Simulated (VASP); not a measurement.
Data:

```xyz
3
Lattice="3.2511 -5.6311 0.0000 3.2511 5.6311 0.0000 0.0000 0.0000 4.9908" Properties=species:S:1:pos:R:3 pbc="T T T"
Se     0.4901     0.8488     3.3272
Se     5.5221     0.0000     0.0000
Se     0.4901    -0.8488     1.6636
```

The numbers are results of RPBE GGA, VASP's PBE PAW potentials (set 64) (plane waves; VASP), not measurements. Settings: 520 eV cut-off, Gaussian smearing of 0.050 eV, potentials Se.

Without a dispersion term in the relaxation, distances and binding between the weakly bound layers, chains or molecules are unreliable, and so is what depends on them.

Question: Give the energies of bands 4 to 12 at the high-symmetry points, in eV from the valence-band maximum.

Answer: 
```csv
band,Γ,M,K,A,L,H
4,-3.65,-3.69,-3.69,-4.51,-4.53,-4.54
5,-3.65,-3.67,-3.69,-3.25,-3.30,-3.30
6,-2.28,-2.14,-2.12,-3.25,-3.29,-3.30
7,-1.60,-1.65,-1.65,-0.28,-0.24,-0.19
8,-1.60,-1.63,-1.65,-0.28,-0.19,-0.16
9,-0.08,-0.11,-0.11,-0.19,-0.10,-0.16
10,2.95,2.89,2.92,1.98,1.92,1.90
11,2.95,2.94,2.92,2.64,2.87,3.02
12,3.51,3.71,3.72,2.64,3.08,3.02
```

The gap is indirect, 1.90 eV, from the valence maximum at H-K at 0.33 to the conduction minimum at H.

The compound is Se in the trig structure. It was relaxed first, which changed the volume by +123 %.
